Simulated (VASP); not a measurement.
All values below come from PBEsol GGA, VASP's PBE PAW potentials (set 64) (plane waves; VASP 6.6.1).

A VASP calculation is set up with these files.

POSCAR:
```
Sb
1
    3.9573420000    -2.1550000000     0.0000000000
    3.9573420000     2.1550000000     0.0000000000
    2.7838200000     0.0000000000     3.5432930000
Sb
2
Direct
  0.2335000000   0.2335000000   0.2335000000
  0.7665000000   0.7665000000   0.7665000000
```

INCAR:
```
# general
SYSTEM  = Sb
PREC    = Accurate
ENCUT   = 520
LREAL   = .FALSE.
LASPH   = .TRUE.

# electronic loop
EDIFF   = 1E-6   # SCF stop (eV)
NELM    = 100
ALGO    = Normal
LMAXMIX = 4   # l cut-off of mixed one-centre charges

# smearing
ISMEAR  = 1   # Methfessel-Paxton
SIGMA   = 0.1

# functional
GGA     = PS   # PBEsol

# ions
IBRION  = 2   # conjugate gradients
NSW     = 60
ISIF    = 3   # ions, shape and volume
EDIFFG  = -0.01   # ionic stop

# output
LWAVE   = .FALSE.
LCHARG  = .FALSE.
```

**KPOINTS**
```
Automatic mesh
0
Gamma
9 9 9
0 0 0
```

POTCAR, in this order: Sb (PBE.64 set). Program: vasp_std.

What VASP printed:

File OSZICAR:
```
       N       E                     dE             d eps       ncg     rms          rms(c)
DAV:   1     0.380810444945E+02    0.38081E+02   -0.36310E+03  1530   0.867E+02
DAV:   2    -0.756657872047E+01   -0.45648E+02   -0.44587E+02  2147   0.125E+02
DAV:   3    -0.911869988826E+01   -0.15521E+01   -0.15480E+01  1834   0.287E+01
DAV:   4    -0.913321297957E+01   -0.14513E-01   -0.14215E-01  1884   0.307E+00
DAV:   5    -0.913332008203E+01   -0.10710E-03   -0.10710E-03  1834   0.273E-01    0.290E+00
DAV:   6    -0.912282587177E+01    0.10494E-01   -0.26849E-03  1732   0.366E-01    0.174E+00
DAV:   7    -0.911645661323E+01    0.63693E-02   -0.65848E-03  1607   0.571E-01    0.558E-02
DAV:   8    -0.911648695538E+01   -0.30342E-04   -0.13157E-04  1653   0.970E-02    0.177E-02
DAV:   9    -0.911649562385E+01   -0.86685E-05   -0.17558E-05  1778   0.312E-02    0.667E-03
DAV:  10    -0.911649511250E+01    0.51135E-06   -0.22478E-06  1264   0.981E-03
   1 F= -.91164951E+01 E0= -.91164196E+01  d E =-.911650E+01
       N       E                     dE             d eps       ncg     rms          rms(c)
DAV:   1    -0.911892625254E+01   -0.24306E-02   -0.80485E-02  1706   0.177E+00    0.117E-01
DAV:   2    -0.911891562522E+01    0.10627E-04   -0.27044E-03  1580   0.386E-01    0.775E-02
DAV:   3    -0.911873648810E+01    0.17914E-03   -0.39233E-04  1616   0.111E-01    0.175E-02
DAV:   4    -0.911873652284E+01   -0.34736E-07   -0.55922E-06  1685   0.204E-02
   2 F= -.91187365E+01 E0= -.91186840E+01  d E =-.224141E-02
       N       E                     dE             d eps       ncg     rms          rms(c)
DAV:   1    -0.911876898942E+01   -0.32501E-04   -0.15263E-03  1699   0.243E-01    0.175E-02
DAV:   2    -0.911876810301E+01    0.88641E-06   -0.50687E-05  1589   0.527E-02    0.114E-02
DAV:   3    -0.911876379802E+01    0.43050E-05   -0.77869E-06  1613   0.156E-02    0.245E-03
DAV:   4    -0.911876382906E+01   -0.31043E-07   -0.10427E-07   777   0.290E-03
   3 F= -.91187638E+01 E0= -.91187147E+01  d E =-.226872E-02
       N       E                     dE             d eps       ncg     rms          rms(c)
DAV:   1    -0.912158691383E+01   -0.28231E-02   -0.93681E-02  1556   0.176E+00    0.123E-01
DAV:   2    -0.912109434194E+01    0.49257E-03   -0.25318E-03  1599   0.382E-01    0.863E-02
DAV:   3    -0.912071362367E+01    0.38072E-03   -0.96834E-04  1625   0.169E-01    0.180E-02
DAV:   4    -0.912071237306E+01    0.12506E-05   -0.15802E-05  1731   0.347E-02    0.169E-02
DAV:   5    -0.912071107264E+01    0.13004E-05   -0.23716E-06  1119   0.105E-02    0.387E-03
DAV:   6    -0.912071093369E+01    0.13894E-06   -0.46017E-07   767   0.496E-03
   4 F= -.91207109E+01 E0= -.91206479E+01  d E =-.194710E-02
       N       E                     dE             d eps       ncg     rms          rms(c)
DAV:   1    -0.912303523896E+01   -0.23242E-02   -0.14759E-01  1565   0.221E+00    0.156E-01
DAV:   2    -0.912226270404E+01    0.77253E-03   -0.39823E-03  1607   0.480E-01    0.109E-01
DAV:   3    -0.912166254079E+01    0.60016E-03   -0.15240E-03  1646   0.213E-01    0.235E-02
DAV:   4    -0.912166055452E+01    0.19863E-05   -0.24354E-05  1719   0.433E-02    0.213E-02
DAV:   5    -0.912165854626E+01    0.20083E-05   -0.39576E-06  1669   0.134E-02    0.495E-03
DAV:   6    -0.912165834339E+01    0.20287E-06   -0.56391E-07   774   0.525E-03
   5 F= -.91216583E+01 E0= -.91215776E+01  d E =-.289451E-02
```

### OUTCAR
```
------------------------ aborting loop because EDIFF is reached ----------------------------------------
  FORCE on cell =-STRESS in cart. coord.  units (eV):
  Direction    XX          YY          ZZ          XY          YZ          ZX
  --------------------------------------------------------------------------------------
  Total       -0.0189956      0.0168386      0.0129079      0.0000000      0.0000000     -0.0118681
  in kB       -0.5083285      0.4506062      0.3454205      0.0000000      0.0000000     -0.3175947
  external PRESSURE =       0.0958994 kB  Pullay stress =       0.0000000 kB
  volume of cell :       59.87
      direct lattice vectors                 reciprocal lattice vectors
     3.904253947 -2.161434240 -0.021495760     0.127523366 -0.231327880 -0.098456466
     3.904253947  2.161434240 -0.021495760     0.127523366  0.231327880 -0.098456466
     2.727228137 -0.000000000  3.532376548     0.001552049  0.000000000  0.281897242
 POSITION                                       TOTAL-FORCE (eV/Angst)
 -----------------------------------------------------------------------------------
      2.48358     -0.00000      0.82255        -0.003256      0.000000     -0.001078
      8.05216     -0.00000      2.66684         0.003256     -0.000000      0.001078
 -----------------------------------------------------------------------------------
    total drift:                               -0.000000     -0.000000     -0.000000
  FREE ENERGIE OF THE ION-ELECTRON SYSTEM (eV)
  ---------------------------------------------------
  free  energy   TOTEN  =        -9.1216583434 eV

  energy  without entropy=       -9.1214161092  energy(sigma->0) =       -9.12157760

 reached required accuracy - stopping structural energy minimisation
```
(Selected blocks of OUTCAR.)

### CONTCAR
```
Sb
   1.00000000000000
     3.9042539469122457   -2.1614342396372450   -0.0214957595500124
     3.9042539469122457    2.1614342396372450   -0.0214957595500124
     2.7272281365230926   -0.0000000000000000    3.5323765476950340
  Sb
     2
Direct
     0.2357289026734481    0.2357289026734481    0.2357289026755473
     0.7642710973265520    0.7642710973265520    0.7642710973244528
```

The compound is Sb in the a7 structure. This run relaxes it. Symmetry was kept, so distortions that lower it aren't found.
